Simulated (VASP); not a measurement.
Consider the following.

KBr is taken in the cubic space group Fm-3m (No. 225), the rock salt structure, Pearson symbol cF8. Lattice parameters: a = 6.570 Å, b = 6.570 Å, c = 6.570 Å, α = 90.00°, β = 90.00°, γ = 90.00°. K on 4a sees 6 Br at 3.285 Å (octahedral). Br on 4b is coordinated by 6 K at 3.285 Å (octahedral). (Neighbours: up to the widest gap in distance over summed covalent radii, below 1.35, at either atom; cation-cation and far metal-metal contacts left out.)
(The calculation used a cell of 2 atoms; values per cell refer to that cell.)

Method: optB86b-vdW, VASP's PBE PAW potentials (set 64) (plane waves; VASP). Run with 520 eV cut-off, 7×7×7 Γ-centred mesh, Gaussian smearing of 0.050 eV, potentials K_sv Br.

Give the energy at these volumes per atom, relative to the lowest: 33.37, 34.44, 35.50, 36.57, 37.64 Å³.

6.9, 1.5, 0.0, 1.7, 6.1 meV/atom. A third-order Birch-Murnaghan fit gives B0 = 16.3 GPa and B0′ = 4.9.

The compound is KBr in the rock salt structure. It was relaxed first.
